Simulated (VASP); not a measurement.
An input for Quantum ESPRESSO's pw.x (written as the equivalent of a VASP run, and not itself run):

```
&CONTROL
  calculation = 'vc-relax'
  pseudo_dir = './pseudo'
  outdir = './out'
  tprnfor = .true.
  tstress = .true.
  nstep = 30
  forc_conv_thr = 0.00039
/
&SYSTEM
  ibrav = 0
  nat = 2
  ntyp = 1
  ecutwfc = 96
  occupations = 'smearing'
  smearing = 'methfessel-paxton'
  degauss = 0.00735
  input_dft = 'pbe'
  vdw_corr = 'grimme-d3'
  dftd3_version = 3
  dftd3_threebody = .false.
  nspin = 2
  starting_magnetization(1) = 0.16
/
&ELECTRONS
  conv_thr = 7.3e-09
  electron_maxstep = 100
/
&IONS
/
&CELL
  cell_dofree = 'shape'
/
ATOMIC_SPECIES
  Co 58.933 Co.upf
CELL_PARAMETERS angstrom
     1.2087549   -2.0936250    0.0000000
     1.2087549    2.0936250    0.0000000
     0.0000000    0.0000000    3.9085659
ATOMIC_POSITIONS crystal
  Co   0.3333330  0.6666670  0.2500000
  Co   0.6666670  0.3333330  0.7500000
K_POINTS automatic
  17 17 9 0 0 0
```

Q: Write the VASP files for the same calculation (PBE-D3 (zero damping)).

A: This is not unique; one that fits is 
### KPOINTS
```
Automatic mesh
0
Gamma
17 17 9
0 0 0
```

**INCAR**
```
PREC=Accurate
SIGMA=0.1   # width (eV)
IBRION=2
ENCUT=520   # plane-wave cut-off (eV)
LWAVE=.False.
LORBIT=10
IVDW=11   # D3, zero damping
ISIF=4   # ions and shape, fixed volume
GGA=PE
ISMEAR=1   # Methfessel-Paxton
SYSTEM=Co
NELM=100   # most electronic steps
LREAL=.False.   # projection in real space or not
NSW=30   # most ionic steps
LASPH=.True.   # aspherical one-centre terms
LCHARG=.False.
MAGMOM=1.6 1.6
EDIFF=1E-7   # SCF stop (eV)
ALGO=Normal   # blocked Davidson
EDIFFG=-0.01
LMAXMIX=4
ISPIN=2   # spin-polarised
```

**POSCAR**
```
Co
1
    1.2087548564    -2.0936250452     0.0000000000
    1.2087548564     2.0936250452     0.0000000000
    0.0000000000     0.0000000000     3.9085659256
Co
2
Direct
  0.3333330000   0.6666670000   0.2500000000
  0.6666670000   0.3333330000   0.7500000000
```

POTCAR, in this order: Co (PBE.64 set). Program: vasp_std.

Limits of the translation: the potentials are each code's own (VASP's PAW set, PseudoDojo norm-conserving files in pw.x), so ENCUT and ecutwfc are chosen apart and not converted; conv_thr bounds pw.x's estimated SCF error, while EDIFF bounds the energy change between steps; starting_magnetization is a fraction of the valence charge and MAGMOM a moment in μB, so they match only roughly; forc_conv_thr acts on force components and is met together with etot_conv_thr.

The compound is Co in the hcp structure. This cell is one point of a volume scan, at 0.94 of the reference volume. Symmetry was kept, so distortions that lower it aren't found.
